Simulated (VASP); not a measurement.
Data:

```yaml
crystal:
  lattice:
    - [0.00000, 3.20897, 3.14558]
    - [3.19817, 0.00000, 3.14558]
    - [3.19817, 3.20897, 0.00000]
  atoms:
    - { symbol: Sn, position: [0.00000, 0.00000, 0.00000] }
    - { symbol: Te, position: [0.48623, 0.51377, 0.51377] }
```

The numbers are results of PBE GGA, VASP's PBE PAW potentials (set 64) (plane waves; VASP), not measurements. Run with LASPH = .FALSE., 400 eV cut-off, 7×7×7 Γ-centred mesh, Gaussian smearing of 0.050 eV, potentials Sn_d Te.

Q: Estimate the energy per atom (σ→0).

A: 
```json
{
 "energy per atom (σ→0)": "-3.780 eV/atom"
}
```

Total energies compare only between runs with the same potentials, cut-off and functional.

The compound is SnTe in the rock salt structure, which distorts at low temperature. The cell was not relaxed at this level, atoms are displaced from their ideal sites. The run is one of a series of settings (LASPH = .FALSE. against the base run), some of them coarse on purpose.
